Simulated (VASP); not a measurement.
The input files of a VASP run:

**POSCAR**
```
GaN
1
    0.0000000000     2.3052000000     2.3052000000
    2.3052000000     0.0000000000     2.3052000000
    2.3052000000     2.3052000000     0.0000000000
Ga N
1 1
Direct
  0.0000000000   0.0000000000   0.0000000000
  0.2500000000   0.2500000000   0.2500000000
```

**KPOINTS**
```
Automatic mesh
0
Gamma
8 8 8
0 0 0
```

INCAR:
```
SYSTEM = GaN
PREC = Accurate
ENCUT = 520
EDIFF = 1E-6
NELM = 100
ALGO = Normal
LREAL = .FALSE.
LASPH = .TRUE.
ISMEAR = 0
SIGMA = 0.05
GGA = PE
LMAXMIX = 4
LWAVE = .FALSE.
LCHARG = .FALSE.
ISIF = 2
```

POTCAR, in this order: Ga_d N (PBE.64 set). Program: vasp_gam.

Output

**standard output**
```
 POSCAR found type information on POSCAR GaN
 POSCAR found :  2 types and       2 ions
 Reading from existing POTCAR
 Reading from existing POTCAR
 LDA part: xc-table for (Slater+PW92), standard interpolation

 -----------------------------------------------------------------------------
|                                                                             |
|     EEEEEEE  RRRRRR   RRRRRR   OOOOOOO  RRRRRR      ###     ###     ###     |
|     E        R     R  R     R  O     O  R     R     ###     ###     ###     |
|     E        R     R  R     R  O     O  R     R     ###     ###     ###     |
|     EEEEE    RRRRRR   RRRRRR   O     O  RRRRRR       #       #       #      |
|     E        R   R    R   R    O     O  R   R                               |
|     E        R    R   R    R   O     O  R    R      ###     ###     ###     |
|     EEEEEEE  R     R  R     R  OOOOOOO  R     R     ###     ###     ###     |
|                                                                             |
|     You are using the Gamma-point-only version with more than one           |
|     k-point or some other non-Gamma k-point.                                |
|                                                                             |
|       ---->  I REFUSE TO CONTINUE WITH THIS SICK JOB ... BYE!!! <----       |
|                                                                             |
 -----------------------------------------------------------------------------
```

Question: Read the log: what went wrong, and how is it fixed?

Answer: The cause: the Γ-only program was given a k-mesh. VASP stops with an error: You are using the Gamma-point-only version with more than one k-point or some other non-Gamma k-point. ----> I REFUSE TO CONTINUE WITH THIS SICK JOB ... BYE!!! <---- To mend it, run vasp_std.

The mended run (PBE GGA, plane waves, VASP's PBE PAW potentials (set 64)) converges, and its OSZICAR ends with
```
   1 F= -.12134120E+02 E0= -.12134120E+02  d E =-.128475E-10
```

The compound is GaN in the zinc blende structure, a metastable form; wurtzite is the usual one. The cell was not relaxed at this level.
